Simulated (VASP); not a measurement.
Crystal: InSb.

```xyz
2
Lattice="0.0000 3.2391 3.2391 3.2391 0.0000 3.2391 3.2391 3.2391 0.0000" Properties=species:S:1:pos:R:3 pbc="T T T"
In    0.0000    0.0000    0.0000
Sb    1.6196    1.6196    1.6196
```

* Program: VASP 6.6.1
* Task: relaxation of cell and atoms
* Functional: PBE
* Potentials or basis: VASP PAW PBE potentials, release 64 (In_d, Sb)
* Cutoff: 600 eV
* k mesh: 10 × 10 × 10
* Occupations: gaussian, width 0.03 eV
* Spin: no spin polarisation

At the start: pressure 3.1 GPa; volume 33.98 Å³/atom.

Task: Where does the relaxation end?

Result: Over 3 steps the energy falls by 23.0 meV/atom and the volume is 36.49 Å³/atom (+7.4 %); space group F-43m (No. 216, to 0.05 Å).

Step by step:
| step | energy change (eV) | largest force (eV/Å) | pressure (GPa) | volume (Å³) |
| --- | --- | --- | --- | --- |
| 1 | 0.0000 | 0.0000 | 3.14 | 67.97 |
| 2 | -0.0414 | 0.0000 | -0.83 | 74.72 |
| 3 | -0.0459 | 0.0000 | 0.02 | 72.98 |

Final structure:
```cif
data_structure
_symmetry_space_group_name_H-M 'P 1'
_symmetry_Int_Tables_number 1
_cell_length_a 4.6907
_cell_length_b 4.6907
_cell_length_c 4.6907
_cell_angle_alpha 60.000
_cell_angle_beta 60.000
_cell_angle_gamma 60.000
_cell_volume 72.98
loop_
_atom_site_label
_atom_site_type_symbol
_atom_site_fract_x
_atom_site_fract_y
_atom_site_fract_z
_atom_site_occupancy
In1 In 0.00000 0.00000 0.00000 1
Sb1 Sb 0.25000 0.25000 0.25000 1
```
